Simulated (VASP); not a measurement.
# BaAs2Rh2: structure and properties in VASP, part 5 of 5

Aim: relax BaAs2Rh2 with optB86b-vdW, compute its properties on that cell and hold them against experiment. Left out of this account: 3 further runs (self-consistent run: a volume scan without its fit). The start is a computed cell from the Materials Project.

VASP 6.6.1; optB86b-vdW; plane waves and PAW (Ba_sv, As, Rh_pv).

Still holding for the runs below: Spin-orbit coupling is off here; with elements this heavy it splits and shifts levels by tenths of an eV or more.

So far. Step 6 (Density of states (optB86b-vdW)): The finer mesh and the other smearing move the Fermi level by +0.01 eV from the 9×9×9 run, a small shift, which tests the Fermi level alone. Of the states within 0.3 eV of the Fermi level, the largest shares in the PAW spheres are Rh d 45 %, As p 9 % and Ba d 8 %. The rest lies in smaller channels or between the spheres. The relaxed cell has a = 4.056, c = 12.872 Å (conventional setting).

## Step 8: Independent-particle dielectric function (optB86b-vdW)

LOPTICS sums transitions from filled to empty bands. The mesh is finer than in the run before. NBANDS is raised for it.

Contents of INCAR:

```
SYSTEM = BaAs2Rh2
PREC = Accurate
ENCUT = 400
EDIFF = 1E-06
NELM = 100
ISMEAR = 1
SIGMA = 0.2
LREAL = .FALSE.
ALGO = Normal
GGA = MK
AGGAC = 0
LUSE_VDW = .TRUE.
PARAM1 = 0.1234
PARAM2 = 1
LASPH = .TRUE.
NBANDS = 65
LORBIT = 11
LWAVE = .FALSE.
LCHARG = .FALSE.
KPAR = 4
LOPTICS = .TRUE.
NEDOS = 1500
CSHIFT = 0.1
```

Contents of POSCAR:

```
BaAs2Rh2
1.0
   -2.0279366973      2.0279366973      6.4361530480
    2.0279366973     -2.0279366973      6.4361530480
    2.0279366973      2.0279366973     -6.4361530480
Ba As Rh
1 2 2
Direct
    0.0000000000      0.0000000000      0.0000000000
    0.3580447861      0.3580447861      0.0000000000
    0.6419552139      0.6419552139      0.0000000000
    0.7500000000      0.2500000000      0.5000000000
    0.2500000000      0.7500000000      0.5000000000
```

Contents of KPOINTS:

```
Automatic mesh
0
Gamma
14 14 14
0 0 0
```

Potentials, in the order of the species: Ba_sv, As and Rh_pv (PBE family, release 64).

Started as:

```sh
$ mpirun -np 4 vasp_std
```

Output:

```text
[... set-up lines as in an earlier step ...]
 entering main loop
       N       E                     dE             d eps       ncg     rms          rms(c)
DAV:   1     0.431688475953E+03    0.43169E+03   -0.20879E+04 32904   0.611E+02
DAV:   2    -0.799333691195E+00   -0.43249E+03   -0.40292E+03 35818   0.219E+02
DAV:   3    -0.193914432105E+02   -0.18592E+02   -0.18245E+02 38225   0.475E+01
DAV:   4    -0.196324829418E+02   -0.24104E+00   -0.24033E+00 37596   0.472E+00
DAV:   5    -0.196367265128E+02   -0.42436E-02   -0.42428E-02 38759   0.610E-01    0.145E+01
DAV:   6    -0.193210541987E+02    0.31567E+00   -0.38478E+00 37730   0.104E+01    0.763E+00
DAV:   7    -0.186983854587E+02    0.62267E+00   -0.15870E+00 36569   0.608E+00    0.456E+00
DAV:   8    -0.186229666512E+02    0.75419E-01   -0.97039E-02 37848   0.169E+00    0.786E-01
DAV:   9    -0.186230249271E+02   -0.58276E-04   -0.69084E-03 36009   0.296E-01    0.179E-01
DAV:  10    -0.186232670621E+02   -0.24213E-03   -0.55245E-04 36830   0.915E-02    0.566E-02
DAV:  11    -0.186232797528E+02   -0.12691E-04   -0.69844E-05 37485   0.239E-02    0.334E-02
DAV:  12    -0.186232902891E+02   -0.10536E-04   -0.27224E-05 36473   0.177E-02    0.742E-03
DAV:  13    -0.186232902985E+02   -0.93405E-08   -0.14611E-06 37093   0.366E-03
   1 F= -.18623290E+02 E0= -.18623933E+02  d E =0.192775E-02
 optical routines
 imaginary and real dielectric function
 recalculating local potential from charge density
 direction            1
 direction            2
 direction            3
```

Wall time 12 min (4 MPI ranks of Intel Xeon Platinum 8259CL at 2.50GHz (Skylake/Cascade Lake), shared host); peak memory 8.3 GiB; 49 min of CPU time.

OUTCAR, selected parts (step 8):

```text
   k-points           NKPTS =    244   k-points in BZ     NKDIM =    244   number of bands    NBANDS=     65

   NELECT =      50.0000    total number of electrons

 E-fermi :   6.6716

 k-point     1 :       0.0000    0.0000    0.0000
  band No.  band energies     occupation
    ...
     21       4.5024      2.00000
     22       5.4295      2.00000
     23       5.7887      2.00000
     24       5.7887      2.00000
     25       6.5720      1.73825
     26       6.8352      0.01090
     27       8.6855     -0.00000
     28       8.7198     -0.00000
     29       8.8560     -0.00000
     30       8.8560     -0.00000
    ...

  Total       -0.0015480     -0.0015480     -0.0310447      0.0000000     -0.0000000      0.0000000
  in kB       -0.0234260     -0.0234260     -0.4697888      0.0000000     -0.0000000      0.0000000
  external PRESSURE =      -0.1722136 kB  Pullay stress =       0.0000000 kB

 POSITION                                       TOTAL-FORCE (eV/Angst)
 -----------------------------------------------------------------------------------
      0.00000      0.00000      0.00000        -0.000000     -0.000000     -0.000000
      0.00000      0.00000      4.60886        -0.000000     -0.000000     -0.003217
      0.00000      0.00000      8.26344         0.000000      0.000000      0.003217
     -0.00000      2.02794      3.21808        -0.000000     -0.000000     -0.000000
      2.02794     -0.00000      3.21808        -0.000000     -0.000000     -0.000000
 -----------------------------------------------------------------------------------
    total drift:                                0.000000     -0.000000      0.000000

  FREE ENERGIE OF THE ION-ELECTRON SYSTEM (eV)
  ---------------------------------------------------
  free  energy   TOTEN  =       -18.6232902985 eV

  energy  without entropy=      -18.6252180526  energy(sigma->0) =      -18.62393288

Total vdW correction in eV:      7.3636925

Total vdW correction in eV:      7.3636925

 plasma frequency squared (from intraband transitions) (eV^2)
  --------------------------------------------------------------------------------------
      17.299       0.000       0.000
       0.000      17.299       0.000
       0.000       0.000      16.328

[... 7 parts as in an earlier step ...]

[... 9 further parts left out ...]
```

These are independent-particle spectra without excitons or local fields, and fine structure depends on the mesh and on CSHIFT. The intraband (Drude) part is not in this spectrum.

Numbers from this step:

* SCF cycles: 13
* bands: 65
* irreducible k-points: 244
* Fermi energy: 6.672 eV
* pressure: -0.01722 GPa

The imaginary dielectric function has structure finer than the step of the table below, so its rows give means over 1 eV, whole bins alone (the curve runs from 0 to 25.0 eV). Peaks (eV: height): xx 0.7: 23.5; zz 0.3: 43.2, 4.5: 12.1.

Imaginary dielectric function against photon energy; means over each step:

```csv
photon energy (eV),xx,zz
1,19.9,15.1
2,15.0,7.21
3,13.5,5.01
4,7.59,8.41
5,5.03,11.2
6,4.60,6.16
7,5.30,4.99
8,5.42,4.35
9,3.58,3.24
10,2.34,2.31
11,2.21,2.26
12,2.31,2.25
13,1.84,1.74
14,2.06,1.66
15,1.58,1.38
16,1.53,1.57
17,1.81,2.20
18,1.95,2.24
19,1.29,1.43
20,0.704,0.733
21,0.729,0.639
22,0.610,0.609
23,0.437,0.460
24,0.350,0.383
```

Real dielectric function against photon energy:

```csv
photon energy (eV),xx,zz
0.0,54.2,70.2
0.5,28.6,5.66
1.0,12.9,11.5
1.5,10.00,2.86
2.0,8.37,4.76
2.5,5.27,5.29
3.0,1.64,5.73
3.5,-1.20,8.16
4.0,-1.21,9.02
4.5,-0.335,5.60
5.0,0.753,1.98
5.5,0.941,-2.15
6.0,1.26,-0.900
6.5,1.39,-0.287
7.0,2.15,-0.0449
7.5,0.631,-0.303
8.0,-0.567,-0.524
8.5,-1.22,-0.884
9.0,-1.21,-0.947
9.5,-1.09,-0.657
10.0,-0.670,-0.635
10.5,-0.178,0.00327
11.0,0.142,0.194
11.5,0.184,0.0338
12.0,-0.289,-0.0348
12.5,-0.219,-0.261
13.0,0.203,-0.0620
13.5,0.276,0.133
14.0,-0.0114,0.185
14.5,-0.228,0.0367
15.0,-0.132,0.325
15.5,0.133,0.493
16.0,0.140,0.636
16.5,0.310,0.699
17.0,0.343,0.660
17.5,0.0259,-0.0308
18.0,-0.385,-0.331
18.5,-0.682,-0.866
19.0,-0.895,-1.05
19.5,-0.714,-0.840
20.0,-0.450,-0.592
20.5,-0.209,-0.364
21.0,-0.262,-0.240
21.5,-0.242,-0.209
22.0,-0.246,-0.190
22.5,-0.226,-0.201
23.0,-0.168,-0.124
23.5,-0.101,-0.0877
24.0,-0.0627,-0.0334
24.5,-0.0580,-0.0271
```

## Step 9: Summary of results

| Property | Result |
| --- | --- |
| relaxed volume | 21.18 Å³/atom |
| relaxed conventional cell a, b, c | 4.056, 4.056, 12.872 Å |
| space group after relaxing, within 0.02 Å | I4/mmm (No. 139) |
| band gap | none, a metal |
| DOS at the Fermi level | 3.44 states/eV/cell |
| highest zone-centre mode | 243 cm⁻¹ |

What this shows: With optB86b-vdW, BaAs2Rh2 relaxes to 21.18 Å³/atom in space group I4/mmm (held by the symmetry of the run) and comes out as a metal. Bands along the symmetry lines (optB86b-vdW): Of the bands kept, 2 cross the Fermi level on this path. Vibrations at Γ (optB86b-vdW): The highest mode in this list at Γ, 242.8 cm⁻¹, is mostly motion of Rh (72 % of the kinetic energy). Spin-orbit coupling is left out, and with elements this heavy it would split and shift bands near the Fermi level. Modes at Γ alone can't show that the crystal is stable at other wave vectors. No search among competing phases was made, and a listed structure need not be the one stable at ambient conditions. All values are for a static lattice at zero temperature.

[Lines on the potential files, build, host, timing and source positions are cut from VASP's logs without a mark.]

[Logs are printed without paths, hosts, clocks, repeated set-up lines and the standing remarks that a program may print on its own settings, such as how far it seeks lower states.]

[Hosts, paths, dates, database ids (printed as entryN), source tags and the programs' standing remarks are cut or masked in the printed files.]

[A measured line is paired with the nearest computed mode of its activity, which favours agreement.]
